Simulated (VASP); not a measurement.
Al, 1 atom in the cell. Symmetry: Fm-3m, No. 225, cubic system. The conventional cell has a = 4.040 Å, b = 4.040 Å, c = 4.040 Å, α = 90.00°, β = 90.00°, γ = 90.00°. Al (site symmetry m-3m) has 12 Al at 2.86 Å as nearest neighbours. 

| Quantity | Value |
| --- | --- |
| Program | VASP 6.6.1 |
| Task | single point |
| Functional | PBE |
| Potentials or basis | VASP PAW PBE potentials, release 64 (Al) |
| Cutoff | 350 eV |
| k mesh | 18 × 18 × 18 |
| Occupations | gaussian, width 0.1 eV |
| Spin | no spin polarisation |
| Further INCAR settings | ALGO = Normal; EDIFF = 1e-07 |

Potentials or basis: VASP PAW PBE potentials, release 64 (Al).

The run is started by

```bash
$ cat potpaw_PBE.64/Al/POTCAR > POTCAR
$ mpirun -np 1 vasp_std > vasp.out
```

Hardware: 1 thread of Intel(R) Xeon(R) 6975P-C (Granite Rapids) (shared host).

Q: How long does it take, and how much memory?

A: It took 5.9 s on 1 thread of Intel(R) Xeon(R) 6975P-C (Granite Rapids), with other jobs on the host, peak memory 0.11 GiB. Counts: scf iterations 11, k points 195.
